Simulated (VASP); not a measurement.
Calculation: PBEsol GGA, VASP's PBE PAW potentials (set 64) (plane waves; VASP 6.6.1).

The input files of a VASP run:

**INCAR**
```
! general
SYSTEM  = TcSnO3
PREC    = Accurate
ENCUT   = 400
LREAL   = .FALSE.
LASPH   = .TRUE.

! electronic loop
EDIFF   = 1E-6   ! SCF stop (eV)
NELM    = 100   ! most electronic steps
ALGO    = Normal
LMAXMIX = 4

! smearing
ISMEAR  = 0   ! Gaussian
SIGMA   = 0.272

! functional
GGA     = PS

! ions
IBRION  = 2   ! conjugate gradients
NSW     = 50   ! most ionic steps
ISIF    = 3
EDIFFG  = -0.01   ! ionic stop

! output
LWAVE   = .FALSE.
LCHARG  = .FALSE.
```

**POSCAR**
```
TcSnO3
1
    3.6649950000     0.0000000000     0.0000000000
    0.0000000000     3.6649950000     0.0000000000
    0.0000000000     0.0000000000     3.6649950000
Sn Tc O
1 1 3
Direct
  0.0000000000   0.0000000000   0.0000000000
  0.5000000000   0.5000000000   0.5000000000
  0.0000000000   0.5000000000   0.5000000000
  0.5000000000   0.5000000000   0.0000000000
  0.5000000000   0.0000000000   0.5000000000
```

File KPOINTS:
```
Automatic
0
gamma
 7 7 7
0 0 0
```

POTCAR, in this order: Sn_d Tc_pv O (PBE.64 set). Program: vasp_std.

What VASP printed:

### OSZICAR
```
...
DAV:   9    -0.309385211875E+02    0.36673E-03   -0.25119E-03  1175   0.318E-01    0.483E-02
DAV:  10    -0.309385422513E+02   -0.21064E-04   -0.16125E-04  1600   0.708E-02    0.374E-02
DAV:  11    -0.309385352213E+02    0.70300E-05   -0.26419E-05  1470   0.379E-02    0.482E-03
DAV:  12    -0.309385356910E+02   -0.46963E-06   -0.14428E-06   856   0.882E-03
   2 F= -.30938536E+02 E0= -.30849651E+02  d E =0.447760E+01
       N       E                     dE             d eps       ncg     rms          rms(c)
DAV:   1    -0.840724581269E+02   -0.53134E+02   -0.95610E+02  1165   0.270E+02    0.605E+01
DAV:   2    -0.415110933910E+02    0.42561E+02   -0.15717E+02  1120   0.130E+02    0.157E+01
DAV:   3    -0.378221032915E+02    0.36890E+01   -0.27228E+01  1361   0.460E+01    0.851E+00
DAV:   4    -0.367887924878E+02    0.10333E+01   -0.36244E+00  1118   0.285E+01    0.322E+00
DAV:   5    -0.366898292128E+02    0.98963E-01   -0.86759E-01  1542   0.127E+01    0.224E+00
DAV:   6    -0.366773857268E+02    0.12443E-01   -0.26750E-01  1257   0.379E+00    0.751E-01
DAV:   7    -0.366789500426E+02   -0.15643E-02   -0.13038E-02  1194   0.102E+00    0.392E-01
DAV:   8    -0.366765174174E+02    0.24326E-02   -0.14256E-02  1246   0.948E-01    0.140E-01
DAV:   9    -0.366765411564E+02   -0.23739E-04   -0.77177E-04  1175   0.194E-01    0.421E-02
DAV:  10    -0.366765307977E+02    0.10359E-04   -0.45226E-05  1477   0.595E-02    0.239E-02
DAV:  11    -0.366765227211E+02    0.80766E-05   -0.42905E-05  1094   0.418E-02    0.468E-03
DAV:  12    -0.366765234987E+02   -0.77758E-06   -0.15980E-06   848   0.938E-03
   3 F= -.36676523E+02 E0= -.36632103E+02  d E =-.126039E+01
       N       E                     dE             d eps       ncg     rms          rms(c)
DAV:   1    -0.368249327421E+02   -0.14841E+00   -0.32162E+00  1260   0.201E+01    0.337E+00
DAV:   2    -0.367115695083E+02    0.11336E+00   -0.33705E-01  1126   0.557E+00    0.832E-01
DAV:   3    -0.367005505924E+02    0.11019E-01   -0.55611E-02  1315   0.224E+00    0.359E-01
DAV:   4    -0.366986081895E+02    0.19424E-02   -0.73494E-03  1206   0.100E+00    0.125E-01
DAV:   5    -0.366983379997E+02    0.27019E-03   -0.17178E-03  1463   0.491E-01    0.522E-02
DAV:   6    -0.366983250970E+02    0.12903E-04   -0.30166E-04  1181   0.132E-01    0.288E-02
DAV:   7    -0.366983315883E+02   -0.64913E-05   -0.32114E-05  1187   0.517E-02    0.881E-03
DAV:   8    -0.366983314197E+02    0.16859E-06   -0.29095E-06  1068   0.217E-02
   4 F= -.36698331E+02 E0= -.36655376E+02  d E =-.128220E+01
       N       E                     dE             d eps       ncg     rms          rms(c)
DAV:   1    -0.367020476997E+02   -0.37161E-02   -0.88511E-02  1260   0.339E+00    0.556E-01
DAV:   2    -0.366989850451E+02    0.30627E-02   -0.85110E-03  1118   0.909E-01    0.142E-01
DAV:   3    -0.366986807427E+02    0.30430E-03   -0.15492E-03  1339   0.368E-01    0.564E-02
DAV:   4    -0.366986334119E+02    0.47331E-04   -0.18319E-04  1204   0.156E-01    0.200E-02
DAV:   5    -0.366986292663E+02    0.41456E-05   -0.47658E-05  1449   0.821E-02    0.824E-03
DAV:   6    -0.366986296228E+02   -0.35650E-06   -0.86371E-06  1180   0.231E-02
   5 F= -.36698630E+02 E0= -.36655907E+02  d E =-.128249E+01
       N       E                     dE             d eps       ncg     rms          rms(c)
DAV:   1    -0.366986310953E+02   -0.18289E-05   -0.92167E-07   579   0.873E-03    0.204E-03
DAV:   2    -0.366986310962E+02   -0.94496E-09   -0.16261E-07   570   0.364E-03
   6 F= -.36698631E+02 E0= -.36655908E+02  d E =-.147338E-05
       N       E                     dE             d eps       ncg     rms          rms(c)
DAV:   1    -0.366986324098E+02   -0.13146E-05   -0.37915E-06   855   0.238E-02    0.366E-03
DAV:   2    -0.366986323329E+02    0.76959E-07   -0.50487E-07   564   0.852E-03
   7 F= -.36698632E+02 E0= -.36655907E+02  d E =-.271007E-05
       N       E                     dE             d eps       ncg     rms          rms(c)
DAV:   1    -0.366986322911E+02    0.11873E-06   -0.90679E-08   567   0.281E-03    0.553E-04
DAV:   2    -0.366986322817E+02    0.94078E-08   -0.14717E-08   561   0.149E-03
   8 F= -.36698632E+02 E0= -.36655908E+02  d E =0.511791E-07
       N       E                     dE             d eps       ncg     rms          rms(c)
DAV:   1    -0.366986322762E+02    0.14960E-07   -0.46011E-09   561   0.627E-04    0.101E-04
DAV:   2    -0.366986322733E+02    0.28895E-08   -0.12655E-09   564   0.324E-04
   9 F= -.36698632E+02 E0= -.36655908E+02  d E =0.596210E-07
       N       E                     dE             d eps       ncg     rms          rms(c)
DAV:   1    -0.366986322863E+02   -0.10175E-07   -0.11148E-09   555   0.354E-04    0.606E-05
DAV:   2    -0.366986322845E+02    0.18035E-08   -0.30119E-10   555   0.166E-04
  10 F= -.36698632E+02 E0= -.36655908E+02  d E =0.483606E-07
       N       E                     dE             d eps       ncg     rms          rms(c)
DAV:   1    -0.366986323165E+02   -0.30156E-07   -0.30175E-09   549   0.676E-04    0.956E-05
DAV:   2    -0.366986323172E+02   -0.71122E-09   -0.51729E-10   549   0.283E-04
  11 F= -.36698632E+02 E0= -.36655908E+02  d E =0.156897E-07
       N       E                     dE             d eps       ncg     rms          rms(c)
DAV:   1    -0.366986323827E+02   -0.66168E-07   -0.12090E-08   543   0.136E-03    0.202E-04
DAV:   2    -0.366986323844E+02   -0.17753E-08   -0.19921E-09   540   0.583E-04
  12 F= -.36698632E+02 E0= -.36655908E+02  d E =-.515429E-07
       N       E                     dE             d eps       ncg     rms          rms(c)
DAV:   1    -0.366986325178E+02   -0.13510E-06   -0.48048E-08   540   0.270E-03    0.405E-04
DAV:   2    -0.366986325198E+02   -0.20618E-08   -0.79673E-09   540   0.117E-03
  13 F= -.36698633E+02 E0= -.36655908E+02  d E =-.186933E-06
       N       E                     dE             d eps       ncg     rms          rms(c)
DAV:   1    -0.366986327895E+02   -0.27178E-06   -0.19233E-07   540   0.541E-03    0.812E-04
DAV:   2    -0.366986327901E+02   -0.60481E-09   -0.31919E-08   540   0.234E-03
  14 F= -.36698633E+02 E0= -.36655908E+02  d E =-.457254E-06
       N       E                     dE             d eps       ncg     rms          rms(c)
DAV:   1    -0.366986333356E+02   -0.54608E-06   -0.76923E-07   540   0.108E-02    0.162E-03
DAV:   2    -0.366986333270E+02    0.86311E-08   -0.12769E-07   540   0.469E-03
  15 F= -.36698633E+02 E0= -.36655907E+02  d E =-.994100E-06
       N       E                     dE             d eps       ncg     rms          rms(c)
DAV:   1    -0.366986344484E+02   -0.11128E-05   -0.31258E-06   716   0.216E-02    0.327E-03
DAV:   2    -0.366986343793E+02    0.69131E-07   -0.48609E-07   540   0.917E-03
  16 F= -.36698634E+02 E0= -.36655906E+02  d E =-.204637E-05
       N       E                     dE             d eps       ncg     rms          rms(c)
DAV:   1    -0.366986368895E+02   -0.24411E-05   -0.13863E-05  1204   0.430E-02    0.757E-03
DAV:   2    -0.366986363740E+02    0.51555E-06   -0.14286E-06   596   0.124E-02
  17 F= -.36698636E+02 E0= -.36655905E+02  d E =-.404109E-05
       N       E                     dE             d eps       ncg     rms          rms(c)
DAV:   1    -0.366986420287E+02   -0.51392E-05   -0.52535E-05  1190   0.844E-02    0.146E-02
DAV:   2    -0.366986400574E+02    0.19713E-05   -0.58816E-06  1055   0.248E-02    0.387E-03
DAV:   3    -0.366986396937E+02    0.36375E-06   -0.93462E-07   548   0.988E-03
  18 F= -.36698640E+02 E0= -.36655904E+02  d E =-.736078E-05
```

**OUTCAR**
```
------------------------ aborting loop because EDIFF is reached ----------------------------------------
  FORCE on cell =-STRESS in cart. coord.  units (eV):
  Direction    XX          YY          ZZ          XY          YZ          ZX
  --------------------------------------------------------------------------------------
  Total        0.0470606      0.0470606      0.0470606     -0.0000000     -0.0000000      0.0000000
  in kB        1.3239693      1.3239693      1.3239693     -0.0000000     -0.0000000      0.0000000
  external PRESSURE =       1.3239693 kB  Pullay stress =       0.0000000 kB
  volume of cell :       56.95
      direct lattice vectors                 reciprocal lattice vectors
     3.847365171  0.000000000 -0.000000000     0.259918140 -0.000000000  0.000000000
     0.000000000  3.847365171 -0.000000000    -0.000000000  0.259918140 -0.000000000
    -0.000000000  0.000000000  3.847365171     0.000000000  0.000000000  0.259918140
 POSITION                                       TOTAL-FORCE (eV/Angst)
 -----------------------------------------------------------------------------------
      0.00000      0.00000     -0.00000         0.000000     -0.000000      0.000000
      1.92368      1.92368      1.92368        -0.000000      0.000000      0.000000
      0.00000      1.92368      1.92368        -0.000000      0.000000      0.000000
      1.92368      1.92368     -0.00000         0.000000     -0.000000      0.000000
      1.92368      3.84737      1.92368         0.000000      0.000000      0.000000
 -----------------------------------------------------------------------------------
    total drift:                                0.000000     -0.000000     -0.000000
  FREE ENERGIE OF THE ION-ELECTRON SYSTEM (eV)
  ---------------------------------------------------
  free  energy   TOTEN  =       -36.6986396937 eV

  energy  without entropy=      -36.6131674667  energy(sigma->0) =      -36.65590358

 reached required accuracy - stopping structural energy minimisation
```
(Selected blocks of OUTCAR.)

File CONTCAR:
```
TcSnO3
   1.00000000000000
     3.8473651714389088    0.0000000000000000   -0.0000000000000000
     0.0000000000000000    3.8473651714389088   -0.0000000000000000
    -0.0000000000000000    0.0000000000000000    3.8473651714389088
  Sn              Tc              O
     1     1     3
Direct
     0.0000000000000000    0.0000000000000000    0.0000000000000000
     0.5000000000000000    0.5000000000000000    0.5000000000000000
     0.0000000000000000    0.5000000000000000    0.5000000000000000
     0.5000000000000000    0.5000000000000000    0.0000000000000000
     0.5000000000000000    1.0000000000000000    0.5000000000000000
```

At this cut-off the stress carries a Pulay error, which pulls relaxed volumes low. Energy and stress use the plane-wave basis of the starting cell.

The structure was generated: TcSnO3 was put into an ordered model structure, which need not be its known phase. This run relaxes it. Symmetry was kept, so distortions that lower it aren't found. The run is one of a series of settings (EDIFFG = -0.01, IBRION = 2, ISIF = 3, NSW = 50 against the base run), some of them coarse on purpose. The electron count is odd and the run is not spin-polarised, which forces a metal.
